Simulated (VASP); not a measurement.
Here is the system:

```
TaSb
1.0
    0.00000     2.79230     2.79230
    2.79230     0.00000     2.79230
    2.79230     2.79230     0.00000
Ta Sb
1 1
Cartesian
  0.00000   0.00000   0.00000
  2.79230   2.79230   2.79230
```

Calculation: PBEsol GGA, VASP's PBE PAW potentials (set 64) (plane waves; VASP). Run with 400 eV cut-off, 13×13×13 Γ-centred mesh, tetrahedra with Blöchl corrections, potentials Ta_pv Sb.

Unless said otherwise, spin-orbit coupling is left out, though it shifts the bands of the heavy elements here.

Tabulate the total density of states (states/eV per cell) against energy (eV; zero at the valence-band maximum or, without a gap, the Fermi level).

| E (eV) | DOS (states/eV) |
|---|---|
| -9.94 | 0.28 |
| -9.61 | 0.00 |
| -9.29 | 0.00 |
| -8.85 | 0.00 |
| -8.53 | 0.00 |
| -8.20 | 0.00 |
| -7.88 | 0.00 |
| -7.55 | 0.00 |
| -7.23 | 0.00 |
| -6.79 | 0.21 |
| -6.47 | 0.39 |
| -6.14 | 0.64 |
| -5.82 | 0.98 |
| -5.50 | 1.08 |
| -5.06 | 1.18 |
| -4.74 | 0.32 |
| -4.41 | 1.25 |
| -4.09 | 1.80 |
| -3.76 | 2.33 |
| -3.44 | 2.73 |
| -3.00 | 1.48 |
| -2.68 | 0.99 |
| -2.35 | 0.68 |
| -2.03 | 0.39 |
| -1.70 | 0.43 |
| -1.38 | 0.63 |
| -0.94 | 1.07 |
| -0.62 | 1.34 |
| -0.29 | 1.68 |
| 0.03 | 1.76 |
| 0.36 | 2.26 |
| 0.79 | 3.88 |
| 1.11 | 2.10 |
| 1.44 | 1.27 |
| 1.76 | 1.19 |
| 2.09 | 1.55 |
| 2.42 | 1.14 |
| 2.85 | 1.10 |
| 3.17 | 1.05 |
| 3.50 | 1.26 |
Within 2 eV below the Fermi level the largest weight inside VASP's projection spheres is Ta d.

The structure was generated: TaSb was put into the rock salt type (Fm-3m), which need not be its known phase. It was relaxed first, which changed the volume by -41 %.
